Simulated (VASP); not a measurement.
Input for VASP

### POSCAR
```
SrTiO3
1
    3.9175266225     0.0000000000    -0.0000000000
   -0.0000000000     3.9175266225     0.0000000000
   -0.0000000000    -0.0000000000     3.9175266225
Sr Ti O
1 1 3
Direct
  0.5000000000   0.5000000000   0.5000000000
  0.0000000000   0.0000000000   0.0000000000
  0.5000000000   0.0000000000   0.0000000000
  0.0000000000   0.5000000000   0.0000000000
  0.0000000000   0.0000000000   0.5000000000
```

### INCAR
```
ALGO  =  Normal
EDIFF  =  1E-6
EDIFFG  =  -0.02
ENCUT  =  520
GGA  =  PE
IBRION  =  2
ISIF  =  3
ISMEAR  =  0
IVDW  =  12
LASPH  =  .True.
LCHARG  =  .False.
LMAXMIX  =  4
LREAL  =  .False.
LWAVE  =  .False.
NELM  =  100
NSW  =  60
PREC  =  Accurate
SIGMA  =  0.05
SYSTEM  =  SrTiO3
```

File KPOINTS:
```
Regular mesh
0
gamma
5 5 5
0 0 0
```

POTCAR, in this order: Sr_sv Ti_sv O (PBE.64 set). Program: vasp_std.

Problem. Translate this PBE-D3(BJ) calculation to Quantum ESPRESSO's pw.x.

Solution. One equivalent input (not run):
```
&CONTROL
  calculation = 'vc-relax'
  pseudo_dir = './pseudo'
  outdir = './out'
  tprnfor = .true.
  tstress = .true.
  nstep = 60
  forc_conv_thr = 0.00078
/
&SYSTEM
  ibrav = 0
  nat = 5
  ntyp = 3
  ecutwfc = 84
  occupations = 'smearing'
  smearing = 'gaussian'
  degauss = 0.003675
  input_dft = 'pbe'
  vdw_corr = 'grimme-d3'
  dftd3_version = 4
  dftd3_threebody = .false.
/
&ELECTRONS
  conv_thr = 7.3e-08
  electron_maxstep = 100
/
&IONS
/
&CELL
/
ATOMIC_SPECIES
  Sr 87.620 Sr.upf
  Ti 47.867 Ti.upf
  O 15.999 O.upf
CELL_PARAMETERS angstrom
     3.9175266    0.0000000   -0.0000000
    -0.0000000    3.9175266    0.0000000
    -0.0000000   -0.0000000    3.9175266
ATOMIC_POSITIONS crystal
  Sr   0.5000000  0.5000000  0.5000000
  Ti   0.0000000  0.0000000  0.0000000
  O    0.5000000  0.0000000  0.0000000
  O    0.0000000  0.5000000  0.0000000
  O    0.0000000  0.0000000  0.5000000
K_POINTS automatic
  5 5 5 0 0 0
```
The two are equivalent in intent, not identical: the potentials are each code's own (VASP's PAW set, PseudoDojo norm-conserving files in pw.x), so ENCUT and ecutwfc are chosen apart and not converted; conv_thr bounds pw.x's estimated SCF error, while EDIFF bounds the energy change between steps; forc_conv_thr acts on force components and is met together with etot_conv_thr.

The structure comes from a measured SrTiO3 entry (Pm-3m) of the Crystallography Open Database, whose conditions weren't checked. This run relaxes it. Symmetry was kept, so distortions that lower it aren't found. The start is the result of an earlier pass.
